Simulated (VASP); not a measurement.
```
Si
1.0
    0.00000     2.71550     2.71550
    2.71550     0.00000     2.71550
    2.71550     2.71550     0.00000
Si
2
Direct
  0.00000   0.00000   0.00000
  0.25000   0.25000   0.25000
```

These are PBE GGA, VASP's PBE PAW potentials (set 64) (plane waves; VASP) values and carry that method's errors. Run with 400 eV cut-off, 8×8×8 Γ-centred mesh, Gaussian smearing of 0.050 eV, potentials Si.

### Question
Give the stress tensor in GPa (positive for a compressed cell).

### Answer

```
1.93  0.00  0.00
0.00  1.93  0.00
0.00  0.00  1.93
```
The pressure is its mean diagonal, 1.93 GPa.

The compound is Si in the diamond structure. The cell was not relaxed at this level.
